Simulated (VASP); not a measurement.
A convergence study with VASP on NbRu₃ (space group Pm-3m): one setting is varied, all else stays as given below, so the limit is that of these other settings.

```
NbRu3
1.0
    3.91891     0.00000     0.00000
    0.00000     3.91891     0.00000
    0.00000     0.00000     3.91891
Nb Ru
1 3
Direct
  0.00000   0.00000   0.00000
  0.00000   0.50000   0.50000
  0.50000   0.00000   0.50000
  0.50000   0.50000   0.00000
```

The numbers are results of PBEsol GGA, VASP's PBE PAW potentials (set 64) (plane waves; VASP 6.6.1), not measurements. The tightest run used: 550 eV cut-off, 17×17×17 Γ-centred mesh, first-order Methfessel-Paxton smearing of 0.10 eV, potentials Nb_sv Ru_pv.

Q: The settings run are 1×1×1 mesh; 2×2×2 mesh; 3×3×3 mesh; 4×4×4 mesh; 5×5×5 mesh; 6×6×6 mesh; 7×7×7 mesh; 8×8×8 mesh; 9×9×9 mesh; 10×10×10 mesh; 11×11×11 mesh; 12×12×12 mesh; 13×13×13 mesh; 14×14×14 mesh; 15×15×15 mesh; 16×16×16 mesh; 17×17×17 mesh. From which on does the energy per atom stay within 0.01 eV/atom of the tightest run?

A: From 6×6×6 mesh on: it is off by 0.0077 there and by no more than 0.01 in any finer run, while 5×5×5 mesh is off by 0.0136.
```csv
setting,E (eV/atom),pressure (GPa),irreducible k-points,difference judged (eV/atom)
1×1×1 mesh,-9.8039,-6.66,1,0.6538
2×2×2 mesh,-10.4967,-14.67,4,0.0391
3×3×3 mesh,-10.4922,-14.27,4,0.0345
4×4×4 mesh,-10.4437,-13.31,10,0.0139
5×5×5 mesh,-10.4440,-13.71,10,0.0136
6×6×6 mesh,-10.4499,-13.93,20,0.0077
7×7×7 mesh,-10.4639,-13.95,20,0.0062
8×8×8 mesh,-10.4617,-13.92,35,0.0041
9×9×9 mesh,-10.4527,-13.78,35,0.0049
10×10×10 mesh,-10.4552,-13.91,56,0.0024
11×11×11 mesh,-10.4587,-13.90,56,0.0011
12×12×12 mesh,-10.4582,-13.96,84,0.0006
13×13×13 mesh,-10.4571,-13.90,84,0.0005
14×14×14 mesh,-10.4573,-13.92,120,0.0003
15×15×15 mesh,-10.4579,-13.93,120,0.0003
16×16×16 mesh,-10.4576,-13.92,165,0.0000
17×17×17 mesh,-10.4576,-13.94,165,0.0000
```

Left out are rungs that failed or repeat a setting and relaxations that didn't move; long series are thinned to 24 rows.

The structure comes from a computed database's NbRu3 entry (Pm-3m); how it stands against other phases isn't given here. The cell was not relaxed at this level. The electron count is odd and the run is not spin-polarised, which forces a metal.
